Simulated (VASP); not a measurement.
Consider the following.

```xyz
1
Lattice="-1.6295 1.6295 1.6295 1.6295 -1.6295 1.6295 1.6295 1.6295 -1.6295" Properties=species:S:1:pos:R:3 pbc="T T T"
W      0.0000     0.0000     0.0000
```

Calculation: revPBE GGA, VASP's PBE PAW potentials (set 64) (plane waves; VASP 6.6.1). Run with 520 eV cut-off, 16×16×16 Γ-centred mesh, first-order Methfessel-Paxton smearing of 0.10 eV, potentials W_sv.

Give the stress tensor in GPa (positive for a compressed cell).

```
-15.58    0.00    0.00
  0.00  -15.58    0.00
  0.00    0.00  -15.58
```
The pressure is its mean diagonal, -15.58 GPa.

The compound is W in the bcc structure. This cell is one point of a volume scan, at 1.06 of the reference volume.
